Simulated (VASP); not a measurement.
Data:

```
CELL_PARAMETERS angstrom
      0.00000     2.78525     2.78525
      2.78525     0.00000     2.78525
      2.78525     2.78525     0.00000
ATOMIC_POSITIONS crystal
  Ba 0.00000 0.00000 0.00000
  O  0.50000 0.50000 0.50000
```

All values below come from rev-vdW-DF2, VASP's PBE PAW potentials (set 64) (plane waves; VASP). Settings: 520 eV cut-off, Gaussian smearing of 0.050 eV, potentials Ba_sv O.

Unless said otherwise, spin-orbit coupling is left out, though it shifts the bands of the heavy elements here.

Give the energies of bands 6 to 11 at the high-symmetry points, in eV from the valence-band maximum.

```tsv
band	Γ	X	U	L	W
6	-0.30	-0.13	-0.89	-1.95	-1.26
7	-0.30	-0.13	-0.69	-1.40	-0.19
8	-0.30	0.00	-0.14	-1.40	-0.19
9	3.43	2.00	3.42	4.89	4.58
10	4.68	5.95	6.49	7.11	4.58
11	4.68	8.90	6.96	7.11	6.82
```

The gap is direct, 2.00 eV, from the valence maximum at X to the conduction minimum at X.

Measured: gap 4.40 eV (computed value off by -2.40 eV), as given by Abedi et al., (2022), arXiv:2211.14644.

The compound is BaO in the rock salt structure. It was relaxed first.
